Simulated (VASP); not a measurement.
Output of a VASP run:

File OSZICAR:
```
       N       E                     dE             d eps       ncg     rms          rms(c)
DAV:   1     0.908372697073E+02    0.90837E+02   -0.11570E+04  3150   0.139E+03
DAV:   2    -0.133999341070E+01   -0.92177E+02   -0.91327E+02  3878   0.286E+02
DAV:   3    -0.859908610001E+01   -0.72591E+01   -0.71762E+01  5951   0.478E+01
DAV:   4    -0.874129573426E+01   -0.14221E+00   -0.14222E+00  3508   0.759E+00
DAV:   5    -0.874522585812E+01   -0.39301E-02   -0.39327E-02  4545   0.917E-01    0.343E+01
DAV:   6    -0.842604759768E+01    0.31918E+00   -0.42419E-01  3164   0.475E+00    0.212E+01
DAV:   7    -0.837716290955E+01    0.48885E-01   -0.80145E-01  3828   0.607E+00    0.189E+00
DAV:   8    -0.836729996934E+01    0.98629E-02   -0.16894E-01  3787   0.269E+00    0.126E+00
DAV:   9    -0.836629918261E+01    0.10008E-02   -0.36912E-03  4575   0.441E-01    0.330E-01
DAV:  10    -0.836638748786E+01   -0.88305E-04   -0.17931E-03  3245   0.440E-01    0.348E-01
DAV:  11    -0.836631671987E+01    0.70768E-04   -0.14063E-04  3738   0.119E-01    0.443E-02
DAV:  12    -0.836631346889E+01    0.32510E-05   -0.22598E-05  3643   0.479E-02    0.172E-02
DAV:  13    -0.836631428212E+01   -0.81323E-06   -0.36813E-06  3486   0.201E-02    0.121E-03
DAV:  14    -0.836631439271E+01   -0.11059E-06   -0.14454E-07  3219   0.249E-03    0.242E-03
DAV:  15    -0.836631430449E+01    0.88216E-07   -0.26334E-08  1897   0.149E-03
   1 F= -.83663143E+01 E0= -.83663143E+01  d E =0.000000E+00
```

**OUTCAR**
```
------------------------ aborting loop because EDIFF is reached ----------------------------------------
  FORCE on cell =-STRESS in cart. coord.  units (eV):
  Direction    XX          YY          ZZ          XY          YZ          ZX
  --------------------------------------------------------------------------------------
  Total        0.0175323      0.0175323      0.1570901      0.0000000      0.0000000      0.0000000
  in kB        0.4495326      0.4495327      4.0278250      0.0000000      0.0000000      0.0000000
  external PRESSURE =       1.6422968 kB  Pullay stress =       0.0000000 kB
  volume of cell :       62.49
      direct lattice vectors                 reciprocal lattice vectors
     1.802527116 -3.122068813  0.000000000     0.277388337 -0.160150218  0.000000000
     1.802527116  3.122068813  0.000000000     0.277388337  0.160150218  0.000000000
     0.000000000  0.000000000  5.551807517     0.000000000  0.000000000  0.180121518
 POSITION                                       TOTAL-FORCE (eV/Angst)
 -----------------------------------------------------------------------------------
      1.80253      1.04069      1.38795        -0.000000      0.000000      0.000000
      1.80253     -1.04069      4.16386         0.000000      0.000000      0.000000
 -----------------------------------------------------------------------------------
    total drift:                                0.000000      0.000511     -0.000010
  FREE ENERGIE OF THE ION-ELECTRON SYSTEM (eV)
  ---------------------------------------------------
  free  energy   TOTEN  =        -8.3663143045 eV

  energy  without entropy=       -8.3663143045  energy(sigma->0) =       -8.36631430

 total charge

# of ion       s       p       d       f       tot
--------------------------------------------------
    1        2.288   6.235   0.965   0.008   9.496
    2        2.288   6.235   0.965   0.008   9.496
--------------------------------------------------
tot          4.575  12.471   1.930   0.015  18.991
```
(Selected blocks of OUTCAR.)

File POSCAR:
```
Y
1
    1.8025271163    -3.1220688133    -0.0000000000
    1.8025271163     3.1220688133     0.0000000000
    0.0000000000    -0.0000000000     5.5518075165
Y
2
Direct
  0.3333330000   0.6666670000   0.2500000000
  0.6666670000   0.3333330000   0.7500000000
```

Write an INCAR and KPOINTS that could have produced this output.

This is not unique; one that fits is the input of the run itself, vdW-DF-cx, plane waves, VASP's PBE PAW potentials (set 64).

### INCAR
```
SYSTEM = Y
PREC = Accurate; ENCUT = 520; LREAL = .FALSE.
LASPH = .TRUE.
EDIFF = 1E-7; NELM = 100; ALGO = Normal
LMAXMIX = 4
ISMEAR = -5
GGA = CX; LUSE_VDW = .TRUE.; AGGAC = 0.0
ISIF = 2
LWAVE = .FALSE.; LCHARG = .TRUE.; LORBIT = 11
NEDOS = 601
```

File KPOINTS:
```
Automatic mesh
0
Gamma
13 13 8
0 0 0
```

POTCAR, in this order: Y_sv (PBE.64 set). Program: vasp_std.

For a metal the tetrahedron method with Blöchl corrections gives inexact stress and forces.

The compound is Y in the hcp structure. It was relaxed first, which changed the volume by -5 %.
